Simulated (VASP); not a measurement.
All values below come from PBE GGA, VASP's PBE PAW potentials (set 64) (plane waves; VASP).

Input for VASP

INCAR:
```
! general
SYSTEM  = Zr
PREC    = Accurate
ENCUT   = 210
LREAL   = .False.
LASPH   = .True.

! electronic loop
EDIFF   = 1E-03
NELM    = 100
ALGO    = Normal
LMAXMIX = 4

! smearing
ISMEAR  = -1
SIGMA   = 0.1

! functional
GGA     = PE

! ions
IBRION  = 2
NSW     = 50
ISIF    = 3
EDIFFG  = -0.01

! output
LWAVE   = .False.
LCHARG  = .False.
```

File POSCAR:
```
Zr
1.0
  3.2194220000   0.0000000000   0.0000000000
 -1.6097110000   2.7881020000   0.0000000000
  0.0000000000   0.0000000000  10.3585130000
Zr
4
Cart
 -0.0122692172   0.0132936703  -0.0110007408
  0.0034801952   0.0138847480   5.1762836068
  0.0343769881   1.8508257507   2.6082735734
  1.5841214242   0.9101006191   7.7642130606
```

### KPOINTS
```
Automatic mesh
0
Gamma
4 4 4
0 0 0
```

POTCAR, in this order: Zr_sv (PBE.64 set). Program: vasp_std.

The resulting files:

OSZICAR:
```
...
       N       E                     dE             d eps       ncg     rms          rms(c)
DAV:   1    -0.339860974662E+02    0.19108E-03   -0.12073E-03  1008   0.323E-01    0.413E-02
DAV:   2    -0.339860911129E+02    0.63533E-05   -0.34769E-04  1008   0.142E-01
  31 F= -.33986091E+02 E0= -.33907500E+02  d E =0.699373E-03
       N       E                     dE             d eps       ncg     rms          rms(c)
DAV:   1    -0.339861586750E+02   -0.61209E-04   -0.67999E-04  1008   0.192E-01    0.630E-02
DAV:   2    -0.339861983568E+02   -0.39682E-04   -0.21481E-04  1008   0.798E-02
  32 F= -.33986198E+02 E0= -.33907565E+02  d E =0.592129E-03
       N       E                     dE             d eps       ncg     rms          rms(c)
DAV:   1    -0.339872927161E+02   -0.11340E-02   -0.24149E-02  2384   0.125E+00    0.268E-01
DAV:   2    -0.339866328993E+02    0.65982E-03   -0.21981E-03  1264   0.338E-01
  33 F= -.33986633E+02 E0= -.33907724E+02  d E =-.434542E-03
       N       E                     dE             d eps       ncg     rms          rms(c)
DAV:   1    -0.339919081072E+02   -0.46154E-02   -0.18313E-01  2056   0.360E+00    0.674E-01
DAV:   2    -0.339873230385E+02    0.45851E-02   -0.17609E-02  2392   0.981E-01    0.239E-01
DAV:   3    -0.339865082699E+02    0.81477E-03   -0.76469E-03  2148   0.587E-01
  34 F= -.33986508E+02 E0= -.33906873E+02  d E =-.309913E-03
       N       E                     dE             d eps       ncg     rms          rms(c)
DAV:   1    -0.339868890169E+02    0.43402E-03   -0.45742E-02  2224   0.180E+00    0.257E-01
DAV:   2    -0.339857269014E+02    0.11621E-02   -0.41239E-03  1636   0.520E-01    0.104E-01
DAV:   3    -0.339856711418E+02    0.55760E-04   -0.19669E-03  1372   0.304E-01
  35 F= -.33985671E+02 E0= -.33905722E+02  d E =0.527215E-03
       N       E                     dE             d eps       ncg     rms          rms(c)
DAV:   1    -0.339856983523E+02    0.28549E-04   -0.15231E-03  1112   0.312E-01    0.121E-01
DAV:   2    -0.339858010946E+02   -0.10274E-03   -0.56396E-04  1008   0.108E-01
  36 F= -.33985801E+02 E0= -.33905929E+02  d E =0.397262E-03
       N       E                     dE             d eps       ncg     rms          rms(c)
DAV:   1    -0.339867937164E+02   -0.10954E-02   -0.16308E-02  2712   0.985E-01    0.232E-01
DAV:   2    -0.339862728828E+02    0.52083E-03   -0.12657E-03  1116   0.252E-01
  37 F= -.33986273E+02 E0= -.33906618E+02  d E =-.745260E-04
       N       E                     dE             d eps       ncg     rms          rms(c)
DAV:   1    -0.339864501921E+02    0.34352E-03   -0.21492E-03  1008   0.429E-01    0.827E-02
DAV:   2    -0.339863704799E+02    0.79712E-04   -0.71516E-04  1044   0.229E-01
  38 F= -.33986370E+02 E0= -.33906800E+02  d E =-.172123E-03
       N       E                     dE             d eps       ncg     rms          rms(c)
DAV:   1    -0.339870492091E+02   -0.59902E-03   -0.15715E-02  2056   0.107E+00    0.197E-01
DAV:   2    -0.339865661831E+02    0.48303E-03   -0.14083E-03  1020   0.307E-01
  39 F= -.33986566E+02 E0= -.33907225E+02  d E =-.195703E-03
       N       E                     dE             d eps       ncg     rms          rms(c)
DAV:   1    -0.339910103945E+02   -0.39612E-02   -0.14111E-01  2256   0.313E+00    0.609E-01
DAV:   2    -0.339869267560E+02    0.40836E-02   -0.13493E-02  2300   0.875E-01    0.199E-01
DAV:   3    -0.339864642824E+02    0.46247E-03   -0.68601E-03  2096   0.542E-01
  40 F= -.33986464E+02 E0= -.33907731E+02  d E =-.938025E-04
       N       E                     dE             d eps       ncg     rms          rms(c)
DAV:   1    -0.339998882741E+02   -0.12962E-01   -0.59729E-01  2256   0.641E+00    0.117E+00
DAV:   2    -0.339845817602E+02    0.15307E-01   -0.48524E-02  2208   0.169E+00    0.373E-01
DAV:   3    -0.339818541618E+02    0.27276E-02   -0.19048E-02  2680   0.802E-01    0.258E-01
DAV:   4    -0.339826689120E+02   -0.81475E-03   -0.29452E-03  1600   0.309E-01
  41 F= -.33982669E+02 E0= -.33905153E+02  d E =0.370157E-02
       N       E                     dE             d eps       ncg     rms          rms(c)
DAV:   1    -0.339899541013E+02   -0.80999E-02   -0.18761E-01  2256   0.354E+00    0.765E-01
DAV:   2    -0.339865672337E+02    0.33869E-02   -0.15684E-02  2420   0.859E-01    0.293E-01
DAV:   3    -0.339854629273E+02    0.11043E-02   -0.40194E-03  1612   0.418E-01    0.923E-02
DAV:   4    -0.339855315456E+02   -0.68618E-04   -0.72434E-04  1008   0.201E-01
  42 F= -.33985532E+02 E0= -.33907267E+02  d E =0.838934E-03
       N       E                     dE             d eps       ncg     rms          rms(c)
DAV:   1    -0.339883046429E+02   -0.28417E-02   -0.69064E-02  2056   0.222E+00    0.406E-01
DAV:   2    -0.339866233940E+02    0.16812E-02   -0.57580E-03  1760   0.578E-01    0.133E-01
DAV:   3    -0.339861937182E+02    0.42968E-03   -0.15627E-03  1048   0.272E-01
  43 F= -.33986194E+02 E0= -.33907499E+02  d E =0.176762E-03
       N       E                     dE             d eps       ncg     rms          rms(c)
DAV:   1    -0.339865008760E+02    0.12252E-03   -0.34096E-03  1584   0.539E-01    0.735E-02
DAV:   2    -0.339864029409E+02    0.97935E-04   -0.29827E-04  1008   0.154E-01
  44 F= -.33986403E+02 E0= -.33907623E+02  d E =-.324610E-04
       N       E                     dE             d eps       ncg     rms          rms(c)
DAV:   1    -0.339864406027E+02    0.60273E-04   -0.21752E-04  1008   0.138E-01    0.218E-02
DAV:   2    -0.339864554517E+02   -0.14849E-04   -0.21533E-04  1008   0.124E-01
  45 F= -.33986455E+02 E0= -.33907668E+02  d E =-.849718E-04
       N       E                     dE             d eps       ncg     rms          rms(c)
DAV:   1    -0.339870579051E+02   -0.61730E-03   -0.18145E-02  2056   0.114E+00    0.192E-01
DAV:   2    -0.339866535852E+02    0.40432E-03   -0.12742E-03  1008   0.296E-01
  46 F= -.33986654E+02 E0= -.33907620E+02  d E =-.198133E-03
       N       E                     dE             d eps       ncg     rms          rms(c)
DAV:   1    -0.339912823072E+02   -0.42244E-02   -0.15894E-01  2240   0.332E+00    0.637E-01
DAV:   2    -0.339868145433E+02    0.44678E-02   -0.14290E-02  2256   0.897E-01    0.206E-01
DAV:   3    -0.339860032945E+02    0.81125E-03   -0.55693E-03  1772   0.432E-01
  47 F= -.33986003E+02 E0= -.33906324E+02  d E =0.452157E-03
       N       E                     dE             d eps       ncg     rms          rms(c)
DAV:   1    -0.339861711059E+02    0.64344E-03   -0.60340E-04  1016   0.179E-01    0.433E-02
DAV:   2    -0.339862296715E+02   -0.58566E-04   -0.50628E-04  1008   0.192E-01
  48 F= -.33986230E+02 E0= -.33906563E+02  d E =0.225780E-03
       N       E                     dE             d eps       ncg     rms          rms(c)
DAV:   1    -0.339866455275E+02   -0.47442E-03   -0.77309E-03  2140   0.685E-01    0.186E-01
DAV:   2    -0.339864923651E+02    0.15316E-03   -0.66419E-04  1008   0.178E-01
  49 F= -.33986492E+02 E0= -.33906979E+02  d E =-.262694E-03
       N       E                     dE             d eps       ncg     rms          rms(c)
DAV:   1    -0.339885350372E+02   -0.18895E-02   -0.56711E-02  2256   0.197E+00    0.403E-01
DAV:   2    -0.339869639730E+02    0.15711E-02   -0.56405E-03  1736   0.557E-01    0.139E-01
DAV:   3    -0.339867925420E+02    0.17143E-03   -0.28747E-03  1568   0.405E-01
  50 F= -.33986793E+02 E0= -.33907662E+02  d E =-.562870E-03
```

### OUTCAR
```
------------------------ aborting loop because EDIFF is reached ----------------------------------------
  FORCE on cell =-STRESS in cart. coord.  units (eV):
  Direction    XX          YY          ZZ          XY          YZ          ZX
  --------------------------------------------------------------------------------------
  Total       -0.2793244     -0.2774105     -0.2771989     -0.0016400      0.0013131      0.0007605
  in kB       -5.0552519     -5.0206148     -5.0167844     -0.0296813      0.0237647      0.0137637
  external PRESSURE =      -5.0308837 kB  Pullay stress =       0.0000000 kB
  volume of cell :       88.53
      direct lattice vectors                 reciprocal lattice vectors
     3.187213302  0.004894135  0.000095106     0.313476123  0.180774137 -0.000008745
    -1.589368189  2.756085499 -0.000062890    -0.000556657  0.362512436  0.000002173
     0.000315429 -0.000059873 10.069047572    -0.000002964  0.000000557  0.099314259
 POSITION                                       TOTAL-FORCE (eV/Angst)
 -----------------------------------------------------------------------------------
      3.17738      0.01675     10.06850         0.006136     -0.002925     -0.022056
      0.00203      0.01229      5.03468        -0.004394     -0.004237      0.026045
      0.03609      1.83235      2.51816        -0.002038      0.003725     -0.030046
      1.57034      0.90433      7.55140         0.000296      0.003437      0.026056
 -----------------------------------------------------------------------------------
    total drift:                               -0.000542     -0.000427      0.000628
  FREE ENERGIE OF THE ION-ELECTRON SYSTEM (eV)
  ---------------------------------------------------
  free  energy   TOTEN  =       -33.9867925420 eV

  energy  without entropy=      -33.8285305481  energy(sigma->0) =      -33.90766155
```
(Selected blocks of OUTCAR.)

### CONTCAR
```
Zr
   1.00000000000000
     3.1872133019419659    0.0048941345007503    0.0000951055419679
    -1.5893681894740885    2.7560854989915486   -0.0000628904012205
     0.0003154293210304   -0.0000598726194963   10.0690475716846972
  Zr
     4
Direct
     0.9989738986589186    0.0043257893256095    0.9999364342712598
     0.0028141470347678    0.0044651945833507    0.5000159983635839
     0.3425342299371224    0.6642355449274454    0.2500897367689190
     0.6556777243691913    0.3269744711635916    0.7499578305962445
```

**stdout**
```
...
  46 F= -.33986654E+02 E0= -.33907620E+02  d E =-.198133E-03
 ZBRENT: can't locate minimum, use default step
 trial-energy change:   -0.000198  1 .order   -0.000464   -0.000342   -0.000587
 step:   0.4745(harm=  0.4745)  dis= 0.00021  next Energy=   -33.989780 (dE=-0.332E-02)
 bond charge predicted
       N       E                     dE             d eps       ncg     rms          rms(c)
DAV:   1    -0.339912823072E+02   -0.42244E-02   -0.15894E-01  2240   0.332E+00    0.637E-01
DAV:   2    -0.339868145433E+02    0.44678E-02   -0.14290E-02  2256   0.897E-01    0.206E-01
DAV:   3    -0.339860032945E+02    0.81125E-03   -0.55693E-03  1772   0.432E-01
  47 F= -.33986003E+02 E0= -.33906324E+02  d E =0.452157E-03
 curvature:  -0.34 expect dE=-0.871E-05 dE for cont linesearch -0.241E-06
 ZBRENT: extrapolating
 opt :   0.4840  next Energy=   -33.986003 (dE= 0.452E-03)
 bond charge predicted
       N       E                     dE             d eps       ncg     rms          rms(c)
DAV:   1    -0.339861711059E+02    0.64344E-03   -0.60340E-04  1016   0.179E-01    0.433E-02
DAV:   2    -0.339862296715E+02   -0.58566E-04   -0.50628E-04  1008   0.192E-01
  48 F= -.33986230E+02 E0= -.33906563E+02  d E =0.225780E-03
 curvature:  -0.10 expect dE=-0.411E-04 dE for cont linesearch -0.371E-04
 ZBRENT: bracketing found
 ZBRENT: accuracy reached
 trial: gam= 0.00000 g(F)=  0.168E-04 g(S)=  0.375E-03 ort =-0.101E-02 (trialstep = 0.192E+00)
 search vector abs. value=  0.392E-03
 bond charge predicted
       N       E                     dE             d eps       ncg     rms          rms(c)
DAV:   1    -0.339866455275E+02   -0.47442E-03   -0.77309E-03  2140   0.685E-01    0.186E-01
DAV:   2    -0.339864923651E+02    0.15316E-03   -0.66419E-04  1008   0.178E-01
  49 F= -.33986492E+02 E0= -.33906979E+02  d E =-.262694E-03
 ZBRENT: can't locate minimum, use default step
 trial-energy change:   -0.000263  1 .order   -0.000161   -0.000075   -0.000247
 step:   0.7668(harm=  0.7668)  dis= 0.00035  next Energy=   -33.987906 (dE=-0.168E-02)
 bond charge predicted
       N       E                     dE             d eps       ncg     rms          rms(c)
DAV:   1    -0.339885350372E+02   -0.18895E-02   -0.56711E-02  2256   0.197E+00    0.403E-01
DAV:   2    -0.339869639730E+02    0.15711E-02   -0.56405E-03  1736   0.557E-01    0.139E-01
DAV:   3    -0.339867925420E+02    0.17143E-03   -0.28747E-03  1568   0.405E-01
  50 F= -.33986793E+02 E0= -.33907662E+02  d E =-.562870E-03
 curvature:  -0.36 expect dE=-0.105E-02 dE for cont linesearch -0.101E-02
 ZBRENT: increasing intervall
 opt :   1.9171  next Energy=   -33.987733 (dE=-0.150E-02)
```

Convergence was not reached.

The run did not end as a converged relaxation. At this cut-off the stress carries a Pulay error, which pulls relaxed volumes low.  Energy and stress use the plane-wave basis of the starting cell.

The structure was generated: Zr was put into an ordered model structure, which need not be its known phase. In the starting cell atoms are displaced from their ideal sites. This run relaxes it. The k-mesh is coarse (spacing up to 0.57 per Å, 2π included), so the numbers may not be converged in it. The run is one of a series of settings (EDIFF = 1E-03, EDIFFG = -0.01, ENCUT = 210, IBRION = 2, ISIF = 3, NSW = 50, KPOINTS 4×4×4 Γ-centred mesh against the base run), some of them coarse on purpose. VASP warned that the highest band is occupied, so more bands are needed.
